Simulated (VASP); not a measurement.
Level of theory: PBEsol GGA, VASP's PBE PAW potentials (set 64) (plane waves; VASP 6.6.1).

VASP ran on this input.

### POSCAR
```
HfO
1
    0.0000000000     2.7828280000     2.7828280000
    2.7828280000     0.0000000000     2.7828280000
    2.7828280000     2.7828280000     0.0000000000
Hf O
1 1
Direct
  0.0000000000   0.0000000000   0.0000000000
  0.2500000000   0.2500000000   0.2500000000
```

**KPOINTS**
```
Automatic mesh
0
Gamma
10 10 10
0 0 0
```

### INCAR
```
SYSTEM = HfO
PREC = Accurate; ENCUT = 520; LREAL = F
LASPH = T
EDIFF = 1E-6; NELM = 100; ALGO = Normal
LMAXMIX = 6
ISMEAR = 1; SIGMA = 0.1
GGA = PS
IBRION = 2; NSW = 60; ISIF = 3
EDIFFG = -0.01
LWAVE = F; LCHARG = F
```

POTCAR, in this order: Hf_pv O (PBE.64 set). Program: vasp_std.

The run wrote:

File OSZICAR:
```
       N       E                     dE             d eps       ncg     rms          rms(c)
DAV:   1     0.532804077221E+02    0.53280E+02   -0.85171E+03  1136   0.121E+03
DAV:   2    -0.177231523206E+02   -0.71004E+02   -0.67345E+02  1544   0.243E+02
DAV:   3    -0.216457917438E+02   -0.39226E+01   -0.38883E+01  1428   0.488E+01
DAV:   4    -0.216965884925E+02   -0.50797E-01   -0.50750E-01  1420   0.616E+00
DAV:   5    -0.216978321060E+02   -0.12436E-02   -0.12428E-02  1580   0.720E-01    0.277E+01
DAV:   6    -0.187739701600E+02    0.29239E+01   -0.18107E+01  1316   0.288E+01    0.239E+01
DAV:   7    -0.183767153480E+02    0.39725E+00   -0.22892E+00  1448   0.115E+01    0.161E+01
DAV:   8    -0.183278663483E+02    0.48849E-01   -0.62638E-01  1376   0.605E+00    0.312E+00
DAV:   9    -0.182964906432E+02    0.31376E-01   -0.15172E-01  1260   0.280E+00    0.174E+00
DAV:  10    -0.182951010093E+02    0.13896E-02   -0.74948E-03  1460   0.770E-01    0.688E-02
DAV:  11    -0.182951716976E+02   -0.70688E-04   -0.46644E-04  1488   0.174E-01    0.107E-01
DAV:  12    -0.182951863061E+02   -0.14609E-04   -0.41103E-05  1492   0.574E-02    0.891E-03
DAV:  13    -0.182951858367E+02    0.46941E-06   -0.17700E-05  1472   0.282E-02    0.101E-02
DAV:  14    -0.182951850679E+02    0.76885E-06   -0.29905E-06  1296   0.121E-02
   1 F= -.18295185E+02 E0= -.18295301E+02  d E =-.182952E+02
       N       E                     dE             d eps       ncg     rms          rms(c)
DAV:   1    -0.595917784429E+02   -0.41297E+02   -0.98436E+02  1148   0.355E+02    0.913E+01
DAV:   2    -0.248358372283E+02    0.34756E+02   -0.84004E+01  1172   0.854E+01    0.333E+01
DAV:   3    -0.195299120647E+02    0.53059E+01   -0.98781E+00  1200   0.381E+01    0.256E+01
DAV:   4    -0.185077486566E+02    0.10222E+01   -0.20318E+00  1308   0.154E+01    0.149E+01
DAV:   5    -0.184306755469E+02    0.77073E-01   -0.16983E-01  1412   0.401E+00    0.301E+00
DAV:   6    -0.184274172248E+02    0.32583E-02   -0.11891E-02  1316   0.116E+00    0.807E-01
DAV:   7    -0.184274755338E+02   -0.58309E-04   -0.95999E-04  1368   0.316E-01    0.143E-01
DAV:   8    -0.184274616120E+02    0.13922E-04   -0.41024E-05  1344   0.596E-02    0.363E-02
DAV:   9    -0.184274599289E+02    0.16830E-05   -0.22233E-06  1280   0.153E-02    0.140E-02
DAV:  10    -0.184274598554E+02    0.73519E-07   -0.19095E-07   716   0.512E-03
   2 F= -.18427460E+02 E0= -.18427155E+02  d E =-.132275E+00
       N       E                     dE             d eps       ncg     rms          rms(c)
DAV:   1    -0.276803888294E+02   -0.92529E+01   -0.16780E+02  1160   0.132E+02    0.492E+01
DAV:   2    -0.214577952369E+02    0.62226E+01   -0.20364E+01  1148   0.413E+01    0.231E+01
DAV:   3    -0.204035467192E+02    0.10542E+01   -0.25628E+00  1248   0.146E+01    0.122E+01
DAV:   4    -0.202319137979E+02    0.17163E+00   -0.93030E-01  1348   0.845E+00    0.425E+00
DAV:   5    -0.202228280212E+02    0.90858E-02   -0.38344E-02  1304   0.163E+00    0.105E+00
DAV:   6    -0.202216540251E+02    0.11740E-02   -0.59161E-03  1320   0.619E-01    0.248E-01
DAV:   7    -0.202217052613E+02   -0.51236E-04   -0.50917E-04  1380   0.201E-01    0.489E-02
DAV:   8    -0.202216764469E+02    0.28814E-04   -0.12322E-04  1296   0.958E-02    0.159E-02
DAV:   9    -0.202216767204E+02   -0.27354E-06   -0.71226E-06  1324   0.263E-02
   3 F= -.20221677E+02 E0= -.20222052E+02  d E =-.192649E+01
       N       E                     dE             d eps       ncg     rms          rms(c)
DAV:   1    -0.202465567905E+02   -0.24880E-01   -0.40279E-01  1156   0.646E+00    0.183E+00
DAV:   2    -0.202316057505E+02    0.14951E-01   -0.52913E-02  1176   0.209E+00    0.718E-01
DAV:   3    -0.202289723698E+02    0.26334E-02   -0.55698E-03  1260   0.753E-01    0.530E-01
DAV:   4    -0.202283960848E+02    0.57629E-03   -0.23022E-03  1332   0.433E-01    0.261E-01
DAV:   5    -0.202283946719E+02    0.14128E-05   -0.22117E-04  1308   0.115E-01    0.886E-02
DAV:   6    -0.202283822059E+02    0.12466E-04   -0.37452E-05  1280   0.502E-02    0.107E-02
DAV:   7    -0.202283826063E+02   -0.40042E-06   -0.93822E-07   868   0.103E-02
   4 F= -.20228383E+02 E0= -.20228741E+02  d E =-.193320E+01
       N       E                     dE             d eps       ncg     rms          rms(c)
DAV:   1    -0.202347658305E+02   -0.63836E-02   -0.12763E-01  1156   0.365E+00    0.105E+00
DAV:   2    -0.202300376596E+02    0.47282E-02   -0.16538E-02  1176   0.117E+00    0.416E-01
DAV:   3    -0.202292059070E+02    0.83175E-03   -0.17409E-03  1268   0.422E-01    0.303E-01
DAV:   4    -0.202290277240E+02    0.17818E-03   -0.72147E-04  1332   0.243E-01    0.147E-01
DAV:   5    -0.202290286683E+02   -0.94433E-06   -0.67620E-05  1320   0.635E-02    0.491E-02
DAV:   6    -0.202290246025E+02    0.40658E-05   -0.10651E-05  1256   0.269E-02    0.607E-03
DAV:   7    -0.202290248073E+02   -0.20472E-06   -0.25855E-07   648   0.543E-03
   5 F= -.20229025E+02 E0= -.20229372E+02  d E =-.193384E+01
       N       E                     dE             d eps       ncg     rms          rms(c)
DAV:   1    -0.202304778941E+02   -0.14533E-02   -0.33062E-02  1156   0.185E+00    0.536E-01
DAV:   2    -0.202292529096E+02    0.12250E-02   -0.42938E-03  1176   0.597E-01    0.213E-01
DAV:   3    -0.202290363648E+02    0.21654E-03   -0.45430E-04  1260   0.215E-01    0.154E-01
DAV:   4    -0.202289886073E+02    0.47758E-04   -0.18846E-04  1340   0.124E-01    0.741E-02
DAV:   5    -0.202289857786E+02    0.28287E-05   -0.17000E-05  1308   0.316E-02    0.242E-02
DAV:   6    -0.202289855253E+02    0.25325E-06   -0.24226E-06  1204   0.128E-02
   6 F= -.20228986E+02 E0= -.20229338E+02  d E =0.392819E-04
       N       E                     dE             d eps       ncg     rms          rms(c)
DAV:   1    -0.202295462407E+02   -0.56046E-03   -0.10370E-02  1156   0.104E+00    0.299E-01
DAV:   2    -0.202291623940E+02    0.38385E-03   -0.13454E-03  1176   0.334E-01    0.118E-01
DAV:   3    -0.202290950323E+02    0.67362E-04   -0.14155E-04  1268   0.120E-01    0.858E-02
DAV:   4    -0.202290809761E+02    0.14056E-04   -0.58688E-05  1340   0.692E-02    0.416E-02
DAV:   5    -0.202290818406E+02   -0.86456E-06   -0.53917E-06  1304   0.179E-02
   7 F= -.20229082E+02 E0= -.20229431E+02  d E =-.570334E-04
```

File OUTCAR:
```
------------------------ aborting loop because EDIFF is reached ----------------------------------------
  FORCE on cell =-STRESS in cart. coord.  units (eV):
  Direction    XX          YY          ZZ          XY          YZ          ZX
  --------------------------------------------------------------------------------------
  Total        0.0007335      0.0007335      0.0007335      0.0000000     -0.0000000      0.0000000
  in kB        0.0402858      0.0402858      0.0402858      0.0000000     -0.0000000      0.0000000
  external PRESSURE =       0.0402858 kB  Pullay stress =       0.0000000 kB
  volume of cell :       29.17
      direct lattice vectors                 reciprocal lattice vectors
     0.000000000  2.443327551  2.443327551    -0.204638956  0.204638956  0.204638956
     2.443327551 -0.000000000  2.443327551     0.204638956 -0.204638956  0.204638956
     2.443327551  2.443327551 -0.000000000     0.204638956  0.204638956 -0.204638956
 POSITION                                       TOTAL-FORCE (eV/Angst)
 -----------------------------------------------------------------------------------
      0.00000      0.00000      0.00000         0.000000      0.000000      0.000000
      1.22166      1.22166      1.22166        -0.000000     -0.000000     -0.000000
 -----------------------------------------------------------------------------------
    total drift:                               -0.000000     -0.000000     -0.000000
  FREE ENERGIE OF THE ION-ELECTRON SYSTEM (eV)
  ---------------------------------------------------
  free  energy   TOTEN  =       -20.2290818406 eV

  energy  without entropy=      -20.2301303518  energy(sigma->0) =      -20.22943134

 reached required accuracy - stopping structural energy minimisation
```
(Selected blocks of OUTCAR.)

**CONTCAR**
```
HfO
   1.00000000000000
     0.0000000000000000    2.4433275506820951    2.4433275506820951
     2.4433275506820951   -0.0000000000000000    2.4433275506820951
     2.4433275506820951    2.4433275506820951   -0.0000000000000000
  Hf              O
     1     1
Direct
     0.0000000000000000    0.0000000000000000    0.0000000000000000
     0.2500000000000000    0.2500000000000000    0.2500000000000000
```

Energy and stress use the plane-wave basis of the starting cell.

The structure was generated: HfO was put into the zinc blende type (F-43m), which need not be its known phase. This run relaxes it. Symmetry was kept, so distortions that lower it aren't found.
